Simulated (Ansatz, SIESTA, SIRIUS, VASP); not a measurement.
**One calculation of AlSn, 5 ways**

```
Sn Al
1.0
     4.19811    0.00000    0.00000
    -2.09905    3.63567    0.00000
     0.00000    0.00000    3.30685
Sn Al
1 1
Direct
  0.33333 0.66667 0.50000
  0.00000 0.00000 0.00000
```

The cell comes from a database or a generator and needn't be the stable form of this composition.

Alike in all runs: task single point; functional PBEsol; k mesh 7 × 7 × 8; occupations fermi-dirac, width 0.05 eV; no spin polarisation; no spin-orbit coupling. Pressure is positive in compression and, in plane waves, holds the error of the finite cutoff, which Ansatz's Pulay term estimates and takes out.

```tsv
program and potentials	plane-wave cutoff (eV)	notes	pressure (GPa)
Ansatz, Ansatz PAW	420	potentials made for PBE, which Ansatz adapts in part; Pulay term of +0.03 GPa included	-1.80
VASP, PBE PAW files Al, Sn_d, 520 eV	520	potentials made for PBE	?
Ansatz, all-electron LAPW, scalar-relativistic	-	-	-1.79
SIRIUS, PseudoDojo 0.4.1 PBEsol standard (scalar relativistic)	983	-	-1.79
SIESTA, files PseudoDojo sr-pbesol-0.4.1-standard, DZP (energy shift 0.003 Ry; two zetas on semicore shells)	-	atomic basis	-1.54
```

Estimate from the other rows what the run with VASP, PBE PAW files Al, Sn_d, 520 eV gave.

Pressure -1.83 GPa. The other rows, which needn't bracket it: pressure -1.80 to -1.54.
